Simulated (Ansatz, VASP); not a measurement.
# Ni (Ni wire along [110], 19 atoms a period) in two plane-wave programs

One calculation is typed for both programs; each brings its own data sets. How far apart do they land? Of the first pair: The structure shown is the start of the Ansatz relaxation below; VASP solves that cell, so the two are compared at the walk's first step.

Calculated with Ansatz 0.2.0; plane waves, with VASP 6.6.1 beside it; single point at PBE.

### Step 1. Set-up

The cell holds 19 atoms: 19 Ni. Its edges and angles: a = 13.840 Å, b = 16.756 Å, c = 2.489 Å, α = 90.0°, β = 90.0°, γ = 90.0°. Vacuum lies along a and b. The structure's axis is c.

### Step 2. Ansatz: relaxation, PBE

Ansatz runs on its PAW soft_1 files.

The two programs are compared at the cell with which this relaxation starts, whose forces are those of its first step.

File input.yaml:

```yaml
crystal:
  lattice:
    - [13.84, 0.0, 0.0]
    - [0.0, 16.756, 0.0]
    - [0.0, 0.0, 2.4890158698]
  atoms:
    - { symbol: Ni, position: [0.24566474, 0.648546647, 0.0], spin: 0.8 }
    - { symbol: Ni, position: [0.24566474, 0.500001894, 0.0], spin: 0.8 }
    - { symbol: Ni, position: [0.5, 0.648546647, 0.0], spin: 0.8 }
    - { symbol: Ni, position: [0.5, 0.500001894, 0.0], spin: 0.8 }
    - { symbol: Ni, position: [0.5, 0.797091399, 0.0], spin: 0.8 }
    - { symbol: Ni, position: [0.75433526, 0.648546647, 0.0], spin: 0.8 }
    - { symbol: Ni, position: [0.75433526, 0.500001894, 0.0], spin: 0.8 }
    - { symbol: Ni, position: [0.37283237, 0.277184766, 0.5], spin: 0.8 }
    - { symbol: Ni, position: [0.37283237, 0.425729518, 0.5], spin: 0.8 }
    - { symbol: Ni, position: [0.37283237, 0.57427427, 0.5], spin: 0.8 }
    - { symbol: Ni, position: [0.37283237, 0.722819023, 0.5], spin: 0.8 }
    - { symbol: Ni, position: [0.62716763, 0.277184766, 0.5], spin: 0.8 }
    - { symbol: Ni, position: [0.62716763, 0.425729518, 0.5], spin: 0.8 }
    - { symbol: Ni, position: [0.62716763, 0.57427427, 0.5], spin: 0.8 }
    - { symbol: Ni, position: [0.62716763, 0.722819023, 0.5], spin: 0.8 }
    - { symbol: Ni, position: [0.24566474, 0.351457142, 0.0], spin: 0.8 }
    - { symbol: Ni, position: [0.5, 0.351457142, 0.0], spin: 0.8 }
    - { symbol: Ni, position: [0.5, 0.20291239, 0.0], spin: 0.8 }
    - { symbol: Ni, position: [0.75433526, 0.351457142, 0.0], spin: 0.8 }
magnetization:
  spin_polarized: true
kpoints:
  mp_grid: { grid: [1, 1, 33] }
scf:
  occupations: { method: fermi_dirac, width: 0.05 }
hamiltonian:
  xc: pbe
  pseudopotentials: { kind: paw, azcp: { folder: soft_1 } }
relax:
  cell: { fix: [a, b, alpha, beta, gamma] }
  max_steps: 45
  f_tol: 0.03
```

The run is started by

```sh
$ ansatz run input.yaml --threads 4 --pin off --max-ram 16384MiB --backend cpu --events-out ev --progress --plain --runs-dir out
```

Numbers of over 12 decimals in the logs are rounded to 6 here.

The log of the run:

```text
Engine: ansatz 0.2.0, aarch64-unknown-linux-gnu
Pseudopotentials: kind: paw
Pseudopotential: Ni, paw, valence charge 18, recommended cutoff 420 eV (normal), soft_1/Ni.paw.azcp
Functional definition: PBE
  parameter kappa = 0.804
  parameter beta = 0.066725
  exchange = pbe_x(kappa = kappa, mu = beta*pi^2/3)
  correlation = pbe_c(beta = beta)
Crystal: 19 atoms, lattice volume = 577.210 Å³
Basis set: ecut = 420 eV, 11265 PW (Γ), exchange–correlation on 192×240×36 points (8 copies of the dense FFT grid, shifted against one another)
Bands: 215, of which v1, the nominal top of the filled ones, is band 171 counted from 1 (170 counted from 0)
Symmetry: 8 space group operations
Space group: Pmmm (ITA 47), of the structure as read, at distance tolerance 8.3e-5 Å
Magnetic group: BNS 47.249 (UNI 347), of the structure as read, at distance tolerance 8.3e-5 Å
k-points: 17 of 33
Non-local potential: Ni, projectors of the file, l = 0: 3, l = 1: 2, l = 2: 3, l = 3: 1
PAW form: soft (Blöchl's): semilocal exchange-correlation on the pseudo side does not see the compensation charge
PAW one-centre angular grid: Ni, 590 points (default); XC on 64 Gauss nodes
Initial density: superposition of atomic densities (neutral atoms: chi_scale 0, normalization atom)
Starting moments: Σ|m| = 15.2 μB on 19 of 19 sites
Initial wavefunctions: pseudopotential atomic-orbital guess
Functional: x = pbe(κ = 0.804, μ = 0.219515), c = pbe(β = 0.066725)
SCF iter   1: F=—  HF=-110926.534157 eV  |F-HF|=—  |Δ(HF+E_count)|=         —  Δρ=2.26e-2 (↑1.70e-2 ↓2.26e-2)  dr2=2.76e1  dr2_m=1.06e0  M=15.545 μB ∫|m|=16.262 μB  β_m=0.30  ethr=3.10e-3  ⟨swp⟩=7.9  Hψ=32882  notcnv=0  defer=484
Mixer restart at iter 1: flushing history
preconditioner: auto → LDOS  [metal: Δε(μ)=0.001 eV  Ē_g=6.800 eV  σ=0.050 eV  W_gap=0.01  n_scr=114 (ndim 8)  ℏωp=21.3 eV  f_vac=0.539  D(μ)=42.99/eV (n_scr^D=512)]
spin=Collinear: LDOS preconditioning applied to the charge; magnetization (m = ρ↑ − ρ↓) channel mixes plain (no charge-response kernel on spin).
SCF iter   2: F=—  HF=-110929.607925 eV  |F-HF|=—  |Δ(HF+E_count)|=    3.07e0  Δρ=1.86e-2 (↑1.86e-2 ↓8.79e-3)  dr2=4.54e0  dr2_m=5.21e-1  M=15.226 μB ∫|m|=16.279 μB  β_m=0.35  ethr=3.10e-3  ⟨swp⟩=2.0  Hψ=11974  notcnv=0  defer=859
SCF iter   3: F=—  HF=-110937.397200 eV  |F-HF|=—  |Δ(HF+E_count)|=    7.79e0  Δρ=7.60e-3 (↑5.90e-3 ↓7.60e-3)  dr2=4.95e-1  dr2_m=1.71e-1  M=14.997 μB ∫|m|=16.355 μB  β_m=0.40  ethr=1.33e-3  ⟨swp⟩=3.0  Hψ=11873  notcnv=0  defer=864
SCF iter   4: F=—  HF=-110941.152983 eV  |F-HF|=—  |Δ(HF+E_count)|=    3.76e0  Δρ=5.04e-3 (↑5.04e-3 ↓3.57e-3)  dr2=3.10e-1  dr2_m=2.56e-2  M=14.586 μB ∫|m|=16.231 μB  β_m=0.67  ethr=1.45e-4  ⟨swp⟩=2.6  Hψ=11560  notcnv=0  defer=875
SCF iter   5: F=—  HF=-110943.136205 eV  |F-HF|=—  |Δ(HF+E_count)|=    1.98e0  Δρ=3.64e-3 (↑2.18e-3 ↓3.64e-3)  dr2=1.06e-1  dr2_m=1.44e-2  M=14.097 μB ∫|m|=15.975 μB  β_m=0.72  ethr=9.06e-5  ⟨swp⟩=3.3  Hψ=15660  notcnv=0  defer=884
SCF iter   6: F=—  HF=-110943.197630 eV  |F-HF|=—  |Δ(HF+E_count)|=         —  Δρ=4.66e-3 (↑8.34e-4 ↓4.66e-3)  dr2=8.78e-2  dr2_m=3.46e-2  M=13.766 μB ∫|m|=15.596 μB  β_m=0.72  ethr=3.10e-5  ⟨swp⟩=2.1  Hψ=11575  notcnv=0  defer=902
SCF iter   7: F=—  HF=-110943.202289 eV  |F-HF|=—  |Δ(HF+E_count)|=   4.66e-3  Δρ=1.79e-3 (↑8.68e-4 ↓1.79e-3)  dr2=2.06e-2  dr2_m=4.82e-3  M=13.771 μB ∫|m|=15.568 μB  β_m=0.82  ethr=2.57e-5  ⟨swp⟩=2.0  Hψ=9452  notcnv=0  defer=902
SCF iter   8: F=—  HF=-110943.217431 eV  |F-HF|=—  |Δ(HF+E_count)|=   1.51e-2  Δρ=1.29e-3 (↑9.05e-4 ↓1.29e-3)  dr2=1.87e-2  dr2_m=4.30e-4  M=13.725 μB ∫|m|=15.519 μB  β_m=0.66  ethr=6.03e-6  ⟨swp⟩=2.2  Hψ=13755  notcnv=0  defer=902
SCF iter   9: F=—  HF=-110943.215424 eV  |F-HF|=—  |Δ(HF+E_count)|=   2.01e-3  Δρ=2.70e-4 (↑2.22e-4 ↓2.70e-4)  dr2=7.23e-4  dr2_m=2.63e-5  M=13.714 μB ∫|m|=15.511 μB  β_m=0.61  ethr=5.46e-6  ⟨swp⟩=2.0  Hψ=11621  notcnv=0  defer=902
[...]
SCF 5 converged in 11 iterations: F = -110943.603890 eV  dr2 = 1.07e-8
relax step   5: F+E_penalty+E_count = -110943.60388986 eV  Δ(F+E_penalty+E_count) = -4.069e-4 eV  max|allowed force component| = 6.312e-3 eV/Å  Δτ_max = 0.0038 Å  P = -0.008 GPa  Ω = 563.518 Å³  energy of the carried Pulay correction = +3.332e-3 eV  fix = [a, b, alpha, beta, gamma]  reactions: a -0.027, b -0.007 GPa  (11 SCF iters, dr2 threshold 1.09e-8 eV, accepted)
Initial wavefunctions: pseudopotential atomic-orbital guess (no wavefunctions were taken with the density)
[...]
preconditioner: auto → LDOS  [metal: Δε(μ)=0.002 eV  Ē_g=6.820 eV  σ=0.050 eV  W_gap=0.01  n_scr=50 (ndim 8)  ℏωp=21.6 eV  f_vac=0.566  D(μ)=34.82/eV (n_scr^D=372)]
spin=Collinear: LDOS preconditioning applied to the charge; magnetization (m = ρ↑ − ρ↓) channel mixes plain (no charge-response kernel on spin).
[...]
SCF iter   3: F=—  HF=-110943.599763 eV  |F-HF|=—  |Δ(HF+E_count)|=   4.40e-6  Δρ=3.24e-5 (↑3.24e-5 ↓1.33e-5)  dr2=6.73e-6  dr2_m=6.79e-7  M=13.475 μB ∫|m|=15.221 μB  β_m=0.47  ethr=7.54e-9  ⟨swp⟩=2.0  Hψ=10342  notcnv=0
[...]
SCF iter   9: F=—  HF=-110943.599765 eV  |F-HF|=—  |Δ(HF+E_count)|=  5.82e-10  Δρ=2.75e-7 (↑2.75e-7 ↓1.51e-7)  dr2=3.80e-10  dr2_m=1.92e-10  M=13.473 μB ∫|m|=15.218 μB  β_m=0.69  ethr=1.00e-12  ⟨swp⟩=2.2  Hψ=10693  notcnv=0
SCF iter  10: F=—  HF=-110943.599765 eV  |F-HF|=—  |Δ(HF+E_count)|=  1.46e-11  Δρ=1.71e-7 (↑1.71e-7 ↓1.17e-7)  dr2=1.08e-10  dr2_m=7.02e-11  M=13.473 μB ∫|m|=15.218 μB  β_m=0.75  ethr=1.00e-12  ⟨swp⟩=1.6  Hψ=7541  notcnv=0
SCF iter  11: F=—  HF=-110943.599765 eV  |F-HF|=—  |Δ(HF+E_count)|=  4.37e-11  Δρ=9.37e-8 (↑9.37e-8 ↓4.45e-8)  dr2=1.18e-10  dr2_m=1.39e-11  M=13.473 μB ∫|m|=15.218 μB  β_m=0.73  ethr=1.00e-12  ⟨swp⟩=1.0  Hψ=7311  notcnv=0
SCF iter  12: F=-110943.599765 eV  HF=-110943.599765 eV  |F-HF|=2.47e-10  |Δ(HF+E_count)|=  1.31e-10  Δρ=1.02e-7 (↑5.05e-8 ↓1.02e-7)  dr2=7.53e-11  dr2_m=8.22e-12  M=13.473 μB ∫|m|=15.218 μB  ethr=1.00e-12  ⟨swp⟩=3.3  Hψ=24001  notcnv=0
SCF 6 converged in 12 iterations: F = -110943.599765 eV  dr2 = 7.53e-11
relax step   6: F+E_penalty+E_count = -110943.59976481 eV  Δ(F+E_penalty+E_count) = +4.125e-3 eV  max|allowed force component| = 6.316e-3 eV/Å  Δτ_max = 0.0000 Å  P = +0.002 GPa  Ω = 563.518 Å³  fix = [a, b, alpha, beta, gamma]  reactions: a -0.020, b -0.000 GPa  stress off target by 2.70e-2 GPa on what of the cell is left free  SCF on the basis re-selected at this cell (its energy is not comparable with the rows above)  (12 SCF iters)
basis re-selected at this cell: Δ(F+E_penalty+E_count) = +4.125e-3 eV, ΔP = +0.010 GPa vs the last step (what re-selecting the basis moved, of the pressure what is left beyond the Pulay correction that the steps carried, after the strain that the cell walked since its last selection, with what the two solves' SCF thresholds leave and, on support functions, any second-order correction that the steps lacked; it is no m [...]
SCF converged after 12 iterations
Magnetization: 13.4733 μB (177.7366 up, 164.2634 down)
Absolute magnetization: 15.2373 μB (∫|ρ↑−ρ↓|, with the PAW one-centre terms)
Spin contamination: 0.1935 ħ² per cell (⟨S²⟩ above its minimum at these occupations)
Per-site moments (μB) at R_I (Å): [(0.765336, 0.994359), (0.765098, 1.002363), (0.751381, 0.973332), (0.685330, 1.002363), (0.750403, 0.973332), (0.765336, 0.994359), (0.765098, 1.002363), (0.748655, 1.001216), (0.723820, 0.994359), (0.723820, 0.994359), (0.748655, 1.001216), (0.748655, 1.001216), (0.723820, 0.994359), (0.723820, 0.994359), (0.748655, 1.001216), (0.765336, 0.994359), (0.751381, 0.973332), (0.750403, 0.973332), (0.765336, 0.994359)]
Free energy (F): -110943.599765 eV
Harris-Foulkes:  -110943.599765 eV  (|F-HF|=2.47e-10)
Internal energy: -110943.313823 eV  (E = F + TS)
E sigma→0 (E₀):  -110943.456794 eV
Entropy (-TS):   -0.285942 eV (-15.050 meV/atom)
Fermi energy:    3.677500 eV
--- Per-component energies (eV) ---
  E_band       = -10301.687138
  E_kinetic    = 6438.349345
  E_local      = -359475.509374  (includes V_loc(G=0)·N_el)
  E_nonlocal   = -2205.310759
  E_hartree    = 179556.333957
  E_xc         = -2127.089775
  E_vxc        = -2742.701620  (∫ρ·V_xc dr)
  E_paw        = -31504.425243  (= ΣΔE_a)
  E_vpaw       = -11429.201643  (= ΣTr[D̂ρ^β])
  E_aug_tail   = 0.018201  (compensation charges beyond the density's cutoff)
  E_ewald      = 98374.319825
  E_smearing   = -0.285942  (= −TS)
  E_closure    = -0.000000  (closes the sum)
  Σ components = -110943.599765   (vs F -110943.599765, Δ=0.00e0)
--- Forces (eV/Å), atoms counted from 1 ---
  atom   1  Ni     0.00199618    -0.00367654     0.00000000
  atom   2  Ni     0.00013989     0.00000000     0.00000000
  atom   3  Ni     0.00000000    -0.00427713     0.00000000
  atom   4  Ni     0.00000000     0.00000000     0.00000000
  atom   5  Ni     0.00000000     0.00280314     0.00000000
  atom   6  Ni    -0.00199618    -0.00367654     0.00000000
  atom   7  Ni    -0.00013989     0.00000000     0.00000000
  atom   8  Ni     0.00049185    -0.00205504     0.00000000
  atom   9  Ni    -0.00220814     0.00631603     0.00000000
  atom  10  Ni    -0.00220814    -0.00631603     0.00000000
  atom  11  Ni     0.00049185     0.00205504     0.00000000
  atom  12  Ni    -0.00049185    -0.00205504     0.00000000
  atom  13  Ni     0.00220814     0.00631603     0.00000000
  atom  14  Ni     0.00220814    -0.00631603     0.00000000
  atom  15  Ni    -0.00049185     0.00205504     0.00000000
  atom  16  Ni     0.00199618     0.00367654     0.00000000
  atom  17  Ni     0.00000000     0.00427713     0.00000000
  atom  18  Ni     0.00000000    -0.00280314     0.00000000
  atom  19  Ni    -0.00199618     0.00367654     0.00000000
  max |Σ_I F_I| component: 8.67e-19 eV/Å
--- Stress (GPa, compression-positive) ---
       -0.019999       0.000000       0.000000
        0.000000      -0.000258       0.000000
        0.000000       0.000000       0.027019
  P = ⅓ Tr σ = 0.0023 GPa (0.023 kbar)
--- Relaxed structure (5 steps of the walk, 5 accepted, 1 SCFs on fresh bases) ---
  F+E_penalty+E_count = -110943.59976481 eV   max|allowed force component| = 6.316e-3 eV/Å   (the final SCF, on the basis selected at the relaxed cell)
  cell:  # Å, volume = 563.5175 Å³
    - [13.84, 0.0, 0.0]
    - [0.0, 16.756, 0.0]
    - [0.0, 0.0, 2.429970]
  atoms:
    - { symbol: Ni, position: [0.249157, 0.645529, 0.0] }
    - { symbol: Ni, position: [0.245154, 0.5, 0.0] }
    - { symbol: Ni, position: [0.5, 0.647147, 0.0] }
    - { symbol: Ni, position: [0.5, 0.5, 0.0] }
    - { symbol: Ni, position: [0.5, 0.787968, 0.0] }
    - { symbol: Ni, position: [0.750843, 0.645529, 0.0] }
    - { symbol: Ni, position: [0.754846, 0.5, 0.0] }
    - { symbol: Ni, position: [0.370649, 0.279269, 0.5] }
    - { symbol: Ni, position: [0.371427, 0.426855, 0.5] }
    - { symbol: Ni, position: [0.371427, 0.573145, 0.5] }
    - { symbol: Ni, position: [0.370649, 0.720731, 0.5] }
    - { symbol: Ni, position: [0.629351, 0.279269, 0.5] }
    - { symbol: Ni, position: [0.628573, 0.426855, 0.5] }
    - { symbol: Ni, position: [0.628573, 0.573145, 0.5] }
    - { symbol: Ni, position: [0.629351, 0.720731, 0.5] }
    - { symbol: Ni, position: [0.249157, 0.354471, 0.0] }
    - { symbol: Ni, position: [0.5, 0.352853, 0.0] }
    - { symbol: Ni, position: [0.5, 0.212032, 0.0] }
    - { symbol: Ni, position: [0.750843, 0.354471, 0.0] }
```

The column dr2 measures how far the density is from self-consistency, as an energy; F and HF (Harris–Foulkes) agree once it is small.

[end of part 1 of 3]

[Lines on the potential files, build, host, timing and source positions are cut from VASP's logs without a mark.]

[Logs are printed without paths, hosts, clocks, repeated set-up lines and the standing remarks that a program may print on its own settings, such as how far it seeks lower states.]

[Hosts, paths, dates, database ids (printed as entryN), source tags and the programs' standing remarks are cut or masked in the printed files.]
